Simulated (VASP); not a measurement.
Fe, a sheet with vacuum:

```
Fe
1.0
     2.31119    0.00000    0.00000
     0.00000    2.31119    0.00000
     0.00000    0.00000   23.80000
Fe
1
Cartesian
  0.0000 0.0000 7.0001
```

The cell was built by a generator and needn't be a form met in nature.

Base run:

| Quantity | Value |
| --- | --- |
| Program | VASP 6.6.1 |
| Functional | LDA |
| Potentials or basis | VASP PAW LDA potentials, release 64 (Fe) |
| Cutoff | 520 eV |
| k mesh | 8 × 8 × 1 |
| Occupations | fermi-dirac, width 0.05 eV |
| Spin | collinear spin, ferromagnetic start |
| Starting moments | [3.0] μB |
| Hubbard terms | Fe d U = 4 eV |

Its results: net moment 3.19 μB per cell; site moments Fe +3.11 μB.

Q: The run is repeated on the same cell with these changes: hubbard terms from Fe d U = 4 eV to none. What comes out?

A: Net moment 2.65 μB per cell; site moments Fe +2.56 μB.

Caveats: the U is typed as a test and isn't derived for this compound (some runs).
